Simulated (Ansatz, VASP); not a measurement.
# TiC in two plane-wave programs, part 3 of 3

Aim: how closely do two programs agree when they are given the same cell, functional and k mesh? The cell is taken from a series of runs on this material, whose earlier steps may have relaxed, scaled, displaced or heated it; both programs get it as it stands.

VASP 6.6.1 and Ansatz 0.2.0.

So far: Starting point; Ansatz: zone-centre phonons, LDA, pair 1; VASP: zone-centre phonons, LDA, pair 1; Side by side.

## (5) Ansatz: zone-centre phonons, LDA, pair 2

Level of this step: Ansatz beside VASP: Kohn-Sham DFT, plane waves, LDA (Ansatz).

Second derivatives magnify differences that forces hide, and they need a tight electronic threshold. The cell compared in this pair holds 19.84 Å³, against 19.71 Å³ for the pair before.

The cell is taken from a series of runs on this material, whose earlier steps may have relaxed, scaled, displaced or heated it; both programs get it as it stands.

input.yaml

```yaml
crystal:
  lattice:
    - [0.0, 2.116020497, 2.2156299139]
    - [2.116020497, 0.0, 2.2156299139]
    - [2.116020497, 2.116020497, 0.0]
  atoms:
    - { symbol: C, position: [0.5, 0.5, 0.5] }
    - { symbol: Ti, position: [0.0, 0.0, 0.0] }
kpoints:
  mp_grid: { grid: [16, 16, 16] }
hamiltonian:
  xc: lda
  pseudopotentials: { kind: paw, azcp: { folder: soft_1 }, xc_functional: pbe }
scf:
  occupations: { method: methfessel_paxton, width: 0.2 }
output:
  eigenvalues: true
phonons:
  method: dfpt
```

Started as:

```sh
$ ansatz run input.yaml --threads 4 --pin off --max-ram 10240MiB --backend cpu --events-out ev --progress --plain --runs-dir out
```

Numbers of over 12 decimals in the logs are rounded to 6 here.

The program printed:

```text
[...]
Crystal: 2 atoms, lattice volume = 19.841 Å³
Basis set: ecut = 420 eV, 371 PW (Γ), exchange–correlation on 48×48×48 points (8 copies of the dense FFT grid, shifted against one another)
Bands: 12, of which v1, the nominal top of the filled ones, is band 8 counted from 1 (7 counted from 0)
Symmetry: 16 space group operations
k-points: 621 of 4096 (irreducible under 8 space group operations)
[...]
k-point 1: bands = [... 4 lower, 2.4825, 14.8734, 15.0775, 15.3188, 15.6944, 15.8219, 16.6892, 17.3281]
  k-point 2: bands = [... 4 lower, 2.7531, 14.0422, 14.2999, 14.5214, 15.7665, 15.8791, 17.0270, 18.3901]
  k-point 620: bands = [... 4 lower, 4.6227, 11.0043, 13.0309, 14.9624, 14.9624, 17.5372, 18.2949, 18.2949]
[...]
ASR residual: 1.510e-5 → 0.000e0 eV/Å²; symmetrization residual: 1.083e-6 eV/Å²
  ASR residual per site (eV/Å²): 1.51e-5 7.52e-6
  Γ frequencies (cm⁻¹): 0.00 0.00 0.00 460.27 565.17 565.17
[...]
[key lines of the parts left out:]
SCF converged after 9 iterations
Free energy (F): -2695.141420 eV
Fermi energy:    14.706712 eV
```

## (6) VASP: zone-centre phonons, LDA, pair 2

The same cell, functional (in two slightly different forms), mesh and smearing now go to VASP, with its own data sets.

INCAR

```
SYSTEM = TiC
PREC = Accurate
ENCUT = 600
EDIFF = 1E-08
NELM = 120
ISMEAR = 1
SIGMA = 0.2
LREAL = .FALSE.
ALGO = Normal
GGA = CA
NBANDS = 14
LASPH = .TRUE.
LORBIT = 11
LWAVE = .FALSE.
LCHARG = .FALSE.
ISIF = 2
IBRION = 8
GGA_COMPAT = .FALSE.
KPAR = 2
```

POSCAR

```
TiC
1.0
    0.0000000000      2.1160204970      2.2156299139
    2.1160204970      0.0000000000      2.2156299139
    2.1160204970      2.1160204970      0.0000000000
C Ti
1 1
Direct
    0.5000000000      0.5000000000      0.5000000000
    0.0000000000      0.0000000000      0.0000000000
```

KPOINTS

```
Automatic mesh
0
Gamma
16 16 16
0 0 0
```

The projector-augmented-wave data sets are C and Ti_sv (LDA family, release 64).

Started as:

```sh
$ mpirun -np 2 vasp_std
```

The program printed:

```text
[... set-up lines as in an earlier step ...]
 entering main loop
       N       E                     dE             d eps       ncg     rms          rms(c)
DAV:   1     0.124810521736E+03    0.12481E+03   -0.88534E+03  9780   0.151E+03
DAV:   2    -0.171806565438E+02   -0.14199E+03   -0.13390E+03 10324   0.369E+02
DAV:   3    -0.256275213156E+02   -0.84469E+01   -0.82537E+01 12964   0.864E+01
DAV:   4    -0.259889327415E+02   -0.36141E+00   -0.36111E+00 12258   0.163E+01
[...]
DAV:  15    -0.204964544495E+02    0.10234E-06   -0.12709E-07 15172   0.500E-03    0.838E-04
DAV:  16    -0.204964544373E+02    0.12215E-07   -0.19649E-08 10462   0.149E-03    0.380E-04
DAV:  17    -0.204964544363E+02    0.10307E-08   -0.12582E-09  6530   0.565E-04
   1 F= -.20496454E+02 E0= -.20496513E+02  d E =0.177079E-03
 Linear response reoptimize wavefunctions to high precision
DAV:   1    -0.204964544361E+02    0.15393E-09   -0.38089E-10  7178   0.270E-04
DAV:   2    -0.204964544362E+02   -0.34333E-10   -0.10741E-10  5522   0.938E-05
 Linear response DOF=           4
 Linear response progress:
[...]
RMM:  34    -0.633505474830E+00    0.40056E-08   -0.19377E-07 17471   0.175E-04    0.180E-05
RMM:  35    -0.633505478966E+00   -0.41358E-08   -0.18074E-07 17180   0.158E-04    0.189E-05
RMM:  36    -0.633505482137E+00   -0.31717E-08   -0.15249E-07 16612   0.142E-04    0.199E-05
 first order change of Fermi-energy   0.26509E-03
 force on displaced ion       2 direction 1 : -11.395   0.000   0.000
 Linear response progress:
  Degree of freedom:   4/  4
       N       E                     dE             d eps       ncg     rms          rms(c)
RMM:   1    -0.720473779354E+00   -0.72047E+00    0.44071E+00  9908   0.128E+02
RMM:   2    -0.695742142238E+00    0.24732E-01   -0.22755E-01 16254   0.485E+00    0.222E-01
RMM:   3    -0.695008799226E+00    0.73334E-03   -0.18357E-02 19163   0.115E+00    0.108E-01
RMM:   4    -0.694520471125E+00    0.48833E-03   -0.77501E-03 21185   0.507E-01    0.209E-02
[...]
RMM:  20    -0.695933307336E+00   -0.46153E-06   -0.17242E-06 22289   0.748E-04    0.143E-05
RMM:  21    -0.695933189078E+00    0.11826E-06   -0.15413E-06 22364   0.640E-04    0.113E-05
RMM:  22    -0.695933224175E+00   -0.35097E-07   -0.13061E-06 22420   0.556E-04    0.124E-05
 first order change of Fermi-energy  -0.99322E-03
 force on displaced ion       2 direction 3 :   0.000   0.000  -7.548
 Linear response finished
```

From OUTCAR (step 6):

```text
  Total        0.0791473      0.0791473     -2.1176855      0.0000000     -0.0000000     -0.0000000
  in kB        6.3911605      6.3911605   -171.0035323      0.0000000     -0.0000000     -0.0000000
  external PRESSURE =     -52.7404037 kB  Pullay stress =       0.0000000 kB

 POSITION                                       TOTAL-FORCE (eV/Angst)
 -----------------------------------------------------------------------------------
      2.11602      2.11602      2.21563         0.000000      0.000000     -0.000000
      0.00000      0.00000      0.00000        -0.000000     -0.000000      0.000000
 -----------------------------------------------------------------------------------
    total drift:                                0.000000     -0.000000     -0.000000

[... 1 part as in an earlier step ...]

[... 1 further part left out ...]
```

## (7) Comparison

Compared:

| quantity | Ansatz | VASP | difference |
| --- | --- | --- | --- |
| optical mode 1 (cm⁻¹) | 460.3 | 462.3 | -0.44 % |
| optical mode 2 to 3 (cm⁻¹) | 565.2 | 568.2 | -0.54 % |

Modes are paired by rising frequency, not by their patterns, so a pair may set unlike modes beside each other; they are those without the splitting of longitudinal modes.

## (8) Outcome

```json
{
  "r.m.s. difference of the optical zone-centre modes, each program's sorted by frequency (zone-centre phonons, LDA, pair 1)": "3.0 cm⁻¹",
  "difference in optical mode 2 to 3 (zone-centre phonons, LDA, pair 1)": "-0.6 %",
  "r.m.s. difference of the optical zone-centre modes, each program's sorted by frequency (zone-centre phonons, LDA, pair 2)": "2.8 cm⁻¹",
  "difference in optical mode 2 to 3 (zone-centre phonons, LDA, pair 2)": "-0.5 %"
}
```

In words: The r.m.s. difference of the optical zone-centre modes, each program's sorted by frequency is 3.0 cm⁻¹ (zone-centre phonons, LDA, pair 1). Among the rows given in per cent, the largest difference of the zone-centre phonons, LDA, pair 1 pair is in optical mode 2 to 3, -0.6 %. Among the rows given in per cent, the largest difference of the zone-centre phonons, LDA, pair 2 pair is in optical mode 2 to 3, -0.5 %. Such differences can come from data sets, numerical settings and the points named under the comparisons, not from the functional's error against experiment.

[Lines on the potential files, build, host, timing and source positions are cut from VASP's logs without a mark.]

[Logs are printed without paths, hosts, clocks, repeated set-up lines and the standing remarks that a program may print on its own settings, such as how far it seeks lower states.]

[Hosts, paths, dates, database ids (printed as entryN), source tags and the programs' standing remarks are cut or masked in the printed files.]
